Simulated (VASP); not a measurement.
# A VASP study of TiSi2 (r2SCAN): structure first, properties next, part 3 of 5

What structure does TiSi2 take at this level, and what are its properties? The start is a computed cell from the Materials Project.

VASP 6.6.1; r2SCAN; plane waves and PAW (Ti_sv, Si).

So far. Step 3 (Single point with fields (r2SCAN)): In this run the pressure is -0.01 GPa, small enough to go on; single stress components reach 0.04 GPa. Step 4 (Band structure (r2SCAN)): There is no gap at this level. The relaxed cell has a, b, c = 3.534, 13.527, 3.559 Å (conventional setting).

### 5. Total and projected DOS (r2SCAN)

A density of states needs more k-points than a total energy, and tetrahedra (ISMEAR = -5) or a smearing that fits the mesh; LORBIT projects the states on the PAW spheres. The mesh is finer than in the run before.

Input file INCAR:

```
SYSTEM = TiSi2
PREC = Accurate
ENCUT = 400
EDIFF = 1E-06
NELM = 100
ISMEAR = -5
SIGMA = 0.05
LREAL = .FALSE.
ALGO = Normal
METAGGA = R2SCAN
LASPH = .TRUE.
NBANDS = 36
LORBIT = 11
LWAVE = .FALSE.
LCHARG = .FALSE.
KPAR = 4
NEDOS = 2001
```

Input file POSCAR:

```
TiSi2
1.0
    3.5339059832      0.0000000000      0.0000000000
    0.0000000000      0.0000000000      3.5594027318
    1.7669529916     -6.7634078204      0.0000000000
Ti Si
2 4
Direct
    0.1030696015      0.7500000000      0.7938607970
    0.8969303985      0.2500000000      0.2061392030
    0.4414352673      0.7500000000      0.1171294654
    0.5585647327      0.2500000000      0.8828705346
    0.7505898266      0.7500000000      0.4988203469
    0.2494101734      0.2500000000      0.5011796531
```

Input file KPOINTS:

```
Automatic mesh
0
Gamma
8 8 8
0 0 0
```

The projector-augmented-wave data sets are Ti_sv and Si (PBE family, release 64).

Started as:

```sh
$ mpirun -np 4 vasp_std
```

Output:

```text
[... set-up lines as in an earlier step ...]
 entering main loop
       N       E                     dE             d eps       ncg     rms          rms(c)
DAV:   1     0.336319328266E+03    0.33632E+03   -0.15826E+04  7576   0.102E+03
DAV:   2    -0.322721807102E+02   -0.36859E+03   -0.35197E+03  7668   0.330E+02
DAV:   3    -0.722876433572E+02   -0.40015E+02   -0.39024E+02 12020   0.959E+01
DAV:   4    -0.753637257540E+02   -0.30761E+01   -0.30235E+01 10560   0.236E+01
DAV:   5    -0.754885998444E+02   -0.12487E+00   -0.12481E+00 10616   0.431E+00    0.212E+01
DAV:   6    -0.645769796234E+02    0.10912E+02   -0.20449E+01  9104   0.405E+01    0.728E+00
DAV:   7    -0.642793485131E+02    0.29763E+00   -0.31073E+00  8968   0.140E+01    0.602E+00
DAV:   8    -0.642633371658E+02    0.16011E-01   -0.41962E-01 10196   0.493E+00    0.134E+00
DAV:   9    -0.642582835008E+02    0.50537E-02   -0.54049E-02  9276   0.165E+00    0.344E-01
DAV:  10    -0.642585569097E+02   -0.27341E-03   -0.38157E-03 10248   0.383E-01    0.150E-01
DAV:  11    -0.642589115198E+02   -0.35461E-03   -0.55453E-04  9336   0.175E-01    0.567E-02
DAV:  12    -0.642588653977E+02    0.46122E-04   -0.12789E-04  9604   0.885E-02    0.207E-02
DAV:  13    -0.642588656364E+02   -0.23875E-06   -0.16100E-05 10600   0.267E-02    0.669E-03
DAV:  14    -0.642588653748E+02    0.26161E-06   -0.95065E-07  5976   0.606E-03
   1 F= -.64258865E+02 E0= -.64258865E+02  d E =0.000000E+00
 -----------------------------------------------------------------------------
|                                                                             |
|           W    W    AA    RRRRR   N    N  II  N    N   GGGG   !!!           |
|           W    W   A  A   R    R  NN   N  II  NN   N  G    G  !!!           |
|           W    W  A    A  R    R  N N  N  II  N N  N  G       !!!           |
|           W WW W  AAAAAA  RRRRR   N  N N  II  N  N N  G  GGG   !            |
|           WW  WW  A    A  R   R   N   NN  II  N   NN  G    G                |
|           W    W  A    A  R    R  N    N  II  N    N   GGGG   !!!           |
|                                                                             |
|     Tetrahedron method does not include variations of the Fermi             |
|     occupations, so forces and stress will be inaccurate. We suggest        |
|     using a different smearing scheme ISMEAR = 1 or 2 for metals in         |
|     relaxations.                                                            |
|                                                                             |
 -----------------------------------------------------------------------------
```

Wall time 55 s (4 MPI ranks of Intel Xeon 6975P-C (Granite Rapids), shared host); peak memory 1.1 GiB.

Parts of OUTCAR (step 5):

```text
   k-points           NKPTS =    105   k-points in BZ     NKDIM =    105   number of bands    NBANDS=     36

   NELECT =      40.0000    total number of electrons

 E-fermi :  10.6073

 k-point     1 :       0.0000    0.0000    0.0000
  band No.  band energies     occupation
    ...
     15       7.8392      2.00000
     16       7.9243      2.00000
     17       8.3199      2.00000
     18       8.3853      2.00000
     19       8.3946      2.00000
     20      11.0734     -0.24854
     21      11.4525      0.00000
     22      11.5303      0.00000
     23      11.5671      0.00000
     24      11.9787      0.00000
    ...

  Total       -0.0367155     -0.0241678      0.0076828      0.0000000      0.0000000      0.0000000
  in kB       -0.6914522     -0.4551448      0.1446885      0.0000000      0.0000000      0.0000000
  external PRESSURE =      -0.3339695 kB  Pullay stress =       0.0000000 kB

 POSITION                                       TOTAL-FORCE (eV/Angst)
 -----------------------------------------------------------------------------------
      1.76695     -5.36920      2.66955        -0.000000      0.045413      0.000000
      3.53391     -1.39420      0.88985         0.000000     -0.045413     -0.000000
      1.76695     -0.79219      2.66955        -0.000000      0.039362     -0.000000
      3.53391     -5.97121      0.88985         0.000000     -0.039362     -0.000000
      3.53391     -3.37373      2.66955        -0.000000     -0.048250     -0.000000
      1.76695     -3.38968      0.88985         0.000000      0.048250     -0.000000
 -----------------------------------------------------------------------------------
    total drift:                                0.000000     -0.000000     -0.000000

  FREE ENERGIE OF THE ION-ELECTRON SYSTEM (eV)
  ---------------------------------------------------
  free  energy   TOTEN  =       -64.2588653748 eV

  energy  without entropy=      -64.2588653748  energy(sigma->0) =      -64.25886537

[... 7 parts as in an earlier step ...]

[... 9 further parts left out ...]
```

With tetrahedra the forces and stress of a metal are not exact derivatives of the energy.

Numbers from this step:

```
irreducible k-points                                 : 105
free energy (TOTEN)                                  : -64.2589 eV
pressure                                             : -0.03340 GPa
DOS at the Fermi level, one point of the energy grid : 1.058 states/eV/cell
```

The density of states has structure finer than the step of the table below, so its rows give means over 0.5 eV, whole bins alone (the curve runs from -12.0 to 2.22 eV). Peaks (eV: height): total -2.54: 4.35, -1.79: 3.70, 1.31: 4.84, 2.07: 6.75; Ti d -1.79: 1.39, 2.07: 4.70; Si p -5.71: 0.505, -4.28: 0.752, -3.15: 0.874, 1.76: 0.394; Si s -11.46: 0.531, -10.55: 0.548, -8.36: 0.560, -6.92: 0.426; Ti p -4.28: 0.121, -3.30: 0.125, 1.31: 0.066, 1.76: 0.0666.

States under -12.0 eV and over 2.2 eV are left out. Density of states against energy, zero at the Fermi level; means over each step; values in states/eV/cell:

```
energy (eV)  total    Ti d    Si p    Si s     Ti p     Ti s
      -11.5   1.33  0.0138  0.0548   0.484   0.0340   0.0267
      -11.0   1.29  0.0209  0.0665   0.457   0.0323   0.0204
      -10.5   1.43  0.0298  0.0895   0.491   0.0345   0.0187
      -10.0  0.936  0.0292  0.0651   0.317   0.0202  0.00884
       -9.5  0.825  0.0332  0.0678   0.265   0.0141  0.00874
       -9.0   1.06  0.0377   0.101   0.312   0.0205   0.0163
       -8.5   1.60  0.0691   0.149   0.465   0.0297   0.0256
       -8.0   1.39  0.0684   0.119   0.423   0.0270   0.0173
       -7.5  0.924  0.0535  0.0836   0.278   0.0175   0.0109
       -7.0   1.39  0.0776   0.155   0.345   0.0259   0.0394
       -6.5   1.07  0.0636   0.187   0.166   0.0184   0.0353
       -6.0   1.66  0.0977   0.359   0.141   0.0384   0.0559
       -5.5   2.03   0.144   0.416   0.186   0.0510   0.0679
       -5.0   1.92   0.160   0.423   0.134   0.0516   0.0543
       -4.5   2.36   0.230   0.536   0.121   0.0786   0.0519
       -4.0   2.89   0.339   0.678   0.113    0.105   0.0402
       -3.5   3.41   0.552   0.787  0.0950    0.117   0.0254
       -3.0   3.81   0.813   0.809  0.0810    0.108   0.0204
       -2.5   3.89    1.15   0.714  0.0568   0.0738   0.0136
       -2.0   3.32    1.17   0.536  0.0581   0.0431  0.00887
       -1.5   2.99    1.17   0.433  0.0694   0.0279  0.00811
       -1.0   2.15   0.974   0.277  0.0345   0.0128  0.00563
       -0.5   1.25   0.622   0.142  0.0186  0.00560  0.00408
        0.0   1.33   0.757   0.114  0.0142  0.00612  0.00301
        0.5   2.63    1.42   0.250  0.0497   0.0203   0.0130
        1.0   3.40    1.80   0.292   0.126   0.0340   0.0250
        1.5   4.97    2.77   0.348   0.210   0.0598   0.0519
```

The finer mesh and the other smearing move the Fermi level by -0.01 eV from the 6×6×6 run, a small shift, which tests the Fermi level alone. Of the states within 0.3 eV of the Fermi level, the largest shares in the PAW spheres are Ti d 57 % and Si p 9 %. The rest lies in smaller channels or between the spheres.

### 6. Independent-particle dielectric function (r2SCAN)

LOPTICS sums transitions from filled to empty bands. NBANDS is raised for it.

Input file INCAR:

```
SYSTEM = TiSi2
PREC = Accurate
ENCUT = 400
EDIFF = 1E-06
NELM = 100
ISMEAR = 0
SIGMA = 0.05
LREAL = .FALSE.
ALGO = Normal
METAGGA = R2SCAN
LASPH = .TRUE.
NBANDS = 68
LORBIT = 11
LWAVE = .FALSE.
LCHARG = .FALSE.
KPAR = 4
LOPTICS = .TRUE.
NEDOS = 1500
CSHIFT = 0.1
```

POSCAR is that of step 5.

KPOINTS is that of step 5.

Started as:

```sh
$ mpirun -np 4 vasp_std
```

Output:

```text
[... set-up lines as in an earlier step ...]
 entering main loop
       N       E                     dE             d eps       ncg     rms          rms(c)
DAV:   1     0.324895103793E+03    0.32490E+03   -0.12459E+04 14320   0.539E+02
DAV:   2    -0.315052692175E+02   -0.35640E+03   -0.33061E+03 14480   0.186E+02
DAV:   3    -0.729838980064E+02   -0.41479E+02   -0.39638E+02 18724   0.605E+01
DAV:   4    -0.754084875429E+02   -0.24246E+01   -0.23645E+01 19164   0.132E+01
DAV:   5    -0.754864498752E+02   -0.77962E-01   -0.77901E-01 16640   0.222E+00    0.212E+01
DAV:   6    -0.646341052688E+02    0.10852E+02   -0.93794E+00 16140   0.214E+01    0.739E+00
DAV:   7    -0.642931194478E+02    0.34099E+00   -0.12811E+00 17136   0.681E+00    0.575E+00
DAV:   8    -0.642694902457E+02    0.23629E-01   -0.22910E-01 17828   0.263E+00    0.159E+00
DAV:   9    -0.642611640601E+02    0.83262E-02   -0.58700E-02 16776   0.112E+00    0.290E-01
DAV:  10    -0.642619869556E+02   -0.82290E-03   -0.22910E-03 17788   0.171E-01    0.174E-01
DAV:  11    -0.642621819148E+02   -0.19496E-03   -0.27535E-04 16264   0.737E-02    0.308E-02
DAV:  12    -0.642622038560E+02   -0.21941E-04   -0.34315E-05 18932   0.220E-02    0.148E-02
DAV:  13    -0.642622089404E+02   -0.50844E-05   -0.24936E-06 17604   0.670E-03    0.718E-03
DAV:  14    -0.642622092474E+02   -0.30697E-06   -0.38542E-07 10540   0.237E-03
   1 F= -.64262209E+02 E0= -.64261400E+02  d E =-.161753E-02
 optical routines
 imaginary and real dielectric function
 direction            1
 direction            2
 direction            3
```

It took 98 s on 4 MPI ranks; peak memory 2.5 GiB; 6.5 min of CPU time.

OUTCAR, selected parts (step 6):

```text
   k-points           NKPTS =    105   k-points in BZ     NKDIM =    105   number of bands    NBANDS=     68

   NELECT =      40.0000    total number of electrons

 E-fermi :  10.6226

 k-point     1 :       0.0000    0.0000    0.0000
  band No.  band energies     occupation
    ...
     15       7.8372      2.00000
     16       7.9231      2.00000
     17       8.3185      2.00000
     18       8.3840      2.00000
     19       8.3962      2.00000
     20      11.0736      0.00000
     21      11.4529      0.00000
     22      11.5310      0.00000
     23      11.5683      0.00000
     24      11.9780      0.00000
    ...

  Total       -0.0752129     -0.1417873      0.1065471      0.0000000      0.0000000      0.0000000
  in kB       -1.4164627     -2.6702395      2.0065717      0.0000000      0.0000000      0.0000000
  external PRESSURE =      -0.6933768 kB  Pullay stress =       0.0000000 kB

 POSITION                                       TOTAL-FORCE (eV/Angst)
 -----------------------------------------------------------------------------------
      1.76695     -5.36920      2.66955         0.000000      0.039853     -0.000000
      3.53391     -1.39420      0.88985         0.000000     -0.039853      0.000000
      1.76695     -0.79219      2.66955        -0.000000      0.045924     -0.000000
      3.53391     -5.97121      0.88985         0.000000     -0.045924     -0.000000
      3.53391     -3.37373      2.66955         0.000000     -0.041758      0.000000
      1.76695     -3.38968      0.88985        -0.000000      0.041758     -0.000000
 -----------------------------------------------------------------------------------
    total drift:                                0.000000     -0.000000     -0.000000

  FREE ENERGIE OF THE ION-ELECTRON SYSTEM (eV)
  ---------------------------------------------------
  free  energy   TOTEN  =       -64.2622092474 eV

  energy  without entropy=      -64.2605917185  energy(sigma->0) =      -64.26140048

 plasma frequency squared (from intraband transitions) (eV^2)
  --------------------------------------------------------------------------------------
       8.082       0.000       0.000
       0.000       3.114       0.000
       0.000       0.000      19.194

[... 8 parts as in an earlier step ...]

[... 8 further parts left out ...]
```

These are independent-particle spectra without excitons or local fields. Fine structure and low peaks depend on the mesh and on CSHIFT. The intraband (Drude) part is not in this spectrum.

Numbers from this step:

* bands: 68
* free energy (TOTEN): -64.2622 eV
* energy at zero smearing: -64.2614 eV
* Fermi energy: 10.62 eV
* pressure: -0.06934 GPa

The imaginary dielectric function has structure finer than the step of the table below, so its rows give means over 1 eV, whole bins alone (the curve runs from 0 to 25.0 eV). Peaks (eV: height): xx 0.2: 110; yy 0.3: 35.8, 1.6: 31.8, 2.4: 29.5, 5.5: 20.3; zz 0.4: 28.4, 1.4: 24.8, 1.8: 24.3, 4.2: 26.8.

Table of imaginary dielectric function by photon energy; means over each step:

```
photon energy (eV)      xx      yy      zz
                 1    28.2    25.9    20.3
                 2    22.8    27.5    19.4
                 3    20.2    22.3    16.2
                 4    18.0    16.1    21.9
                 5    14.9    16.4    17.9
                 6    12.5    14.6    14.4
                 7    8.53    9.77    9.00
                 8    5.66    4.61    4.77
                 9    3.44    2.60    2.67
                10    1.93    1.80    1.65
                11    1.17    1.10   0.959
                12   0.843   0.842   0.722
                13   0.641   0.549   0.588
                14   0.454   0.371   0.381
                15   0.276   0.259   0.256
                16   0.214   0.214   0.187
                17   0.164   0.161   0.161
                18   0.140   0.125   0.155
                19   0.126   0.102   0.133
                20  0.0998  0.0828   0.104
                21  0.0869  0.0772  0.0821
                22  0.0842  0.0674  0.0777
                23  0.0772  0.0713  0.0784
                24  0.0848  0.0657  0.0915
```

Real dielectric function against photon energy:

```
photon energy (eV)       xx       yy       zz
                 0      188     81.1     56.4
                 1     27.5     32.9     26.4
                 2     9.41     10.7     8.71
                 3     7.41     2.62     12.4
                 4     2.55    0.989     9.60
                 5   -0.727     3.92    -3.14
                 6    -3.85    -5.96    -4.85
                 7    -5.95    -7.47    -7.78
                 8    -5.43    -6.95    -6.82
                 9    -4.98    -5.13    -5.27
                10    -3.93    -3.82    -3.76
                11    -2.96    -2.75    -2.87
                12    -2.10    -2.12    -1.97
                13    -1.64    -1.72    -1.59
                14    -1.33    -1.26    -1.15
                15   -0.891   -0.879   -0.834
                16   -0.601   -0.608   -0.546
                17   -0.375   -0.409   -0.332
                18   -0.190   -0.223   -0.153
                19  -0.0460  -0.0587  -0.0202
                20   0.0761   0.0797   0.0935
                21    0.197    0.184    0.212
                22    0.292    0.281    0.306
                23    0.365    0.363    0.395
                24    0.434    0.428    0.439
```

(Continued in part 4 of 5.)

[Lines on the potential files, build, host, timing and source positions are cut from VASP's logs without a mark.]

[Logs are printed without paths, hosts, clocks, repeated set-up lines and the standing remarks that a program may print on its own settings, such as how far it seeks lower states.]

[Hosts, paths, dates, database ids (printed as entryN), source tags and the programs' standing remarks are cut or masked in the printed files.]

[A measured line is paired with the nearest computed mode of its activity, which favours agreement.]

[In band tables of VASP the shares of atoms and orbitals are scaled to a sum of 1 inside the atoms' spheres.]
